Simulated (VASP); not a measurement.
Here is the system:

```
Cu2O
1.0
    4.23395     0.00000     0.00000
    0.00000     4.23395     0.00000
    0.00000     0.00000     4.23395
Cu O
4 2
Direct
  0.75000   0.25000   0.75000
  0.25000   0.75000   0.75000
  0.75000   0.75000   0.25000
  0.25000   0.25000   0.25000
  0.00000   0.00000   0.00000
  0.50000   0.50000   0.50000
```

Calculation: PBEsol GGA, VASP's PBE PAW potentials (set 64) (plane waves; VASP). Settings: 520 eV cut-off, 12×12×12 Γ-centred mesh, Gaussian smearing of 0.010 eV, potentials Cu O.

Estimate the energy per atom (σ→0), band gap (on the k-mesh) with the smallest direct gap where there is one.

```json
{
 "band gap (on the k-mesh)": "0.55 eV",
 "smallest direct gap (on the k-mesh)": "0.55 eV",
 "energy per atom (σ→0)": "-4.995 eV/atom"
}
```

Only differences to runs with the same potentials and settings are physical.

The compound is Cu2O in the cuprite structure. It was relaxed first.
